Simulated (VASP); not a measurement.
Given:

```
C
1.0
    0.00000     1.75006     1.75006
    1.75006     0.00000     1.75006
    1.75006     1.75006     0.00000
C
2
Direct
  0.00000   0.00000   0.00000
  0.25000   0.25000   0.25000
```

The numbers are results of LDA (Ceperley-Alder, Perdew-Zunger), VASP's LDA PAW potentials (set 64) (plane waves; VASP), not measurements. Settings: 520 eV cut-off, 13×13×13 Γ-centred mesh, Gaussian smearing of 0.050 eV, potentials C.

### Question
Predict the energy per atom (σ→0), pressure.

### Answer

```json
{
 "energy per atom (σ→0)": "-10.115 eV/atom",
 "pressure": "15.01 GPa"
}
```

Total energies compare only between runs with the same potentials, cut-off and functional.

The compound is C in the diamond structure. This cell is one point of a volume scan, at 0.97 of the reference volume.
